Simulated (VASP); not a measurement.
VASP ran on this input.

**INCAR**
```
! general
SYSTEM  = Sn
PREC    = Accurate
ENCUT   = 300
LREAL   = .FALSE.
LASPH   = .TRUE.

! electronic loop
EDIFF   = 1E-6
NELM    = 100
ALGO    = Normal
LMAXMIX = 4

! smearing
ISMEAR  = 0
SIGMA   = 0.05

! functional
GGA     = PS

! ions
ISIF    = 2

! output
LWAVE   = .FALSE.
LCHARG  = .FALSE.
```

File POSCAR:
```
Sn
1
   -2.9951210000     2.9951210000     1.6292070000
    2.9951210000    -2.9951210000     1.6292070000
    2.9951210000     2.9951210000    -1.6292070000
Sn
2
Direct
  0.7500000000   0.2500000000   0.5000000000
  0.0000000000   0.0000000000   0.0000000000
```

File KPOINTS:
```
Automatic mesh
0
Gamma
8 8 8
0 0 0
```

POTCAR, in this order: Sn_d (PBE.64 set). Program: vasp_std.

Q: Translate this PBEsol calculation to Quantum ESPRESSO's pw.x.

A: One equivalent input (not run):
```
&CONTROL
  calculation = 'scf'
  pseudo_dir = './pseudo'
  outdir = './out'
  tprnfor = .true.
  tstress = .true.
/
&SYSTEM
  ibrav = 0
  nat = 2
  ntyp = 1
  ecutwfc = 72
  occupations = 'smearing'
  smearing = 'gaussian'
  degauss = 0.003675
  input_dft = 'pbesol'
/
&ELECTRONS
  conv_thr = 7.3e-08
  electron_maxstep = 100
/
ATOMIC_SPECIES
  Sn 118.710 Sn.upf
CELL_PARAMETERS angstrom
    -2.9951210    2.9951210    1.6292070
     2.9951210   -2.9951210    1.6292070
     2.9951210    2.9951210   -1.6292070
ATOMIC_POSITIONS crystal
  Sn   0.7500000  0.2500000  0.5000000
  Sn   0.0000000  0.0000000  0.0000000
K_POINTS automatic
  8 8 8 0 0 0
```
Limits of the translation: the potentials are each code's own (VASP's PAW set, PseudoDojo norm-conserving files in pw.x), so ENCUT and ecutwfc are chosen apart and not converted; conv_thr bounds pw.x's estimated SCF error, while EDIFF bounds the energy change between steps.

The structure comes from a computed database's Sn entry; how it stands against other phases isn't given here. The cell was not relaxed at this level. The run is one of a series of settings (GGA = PS against the base run), some of them coarse on purpose.
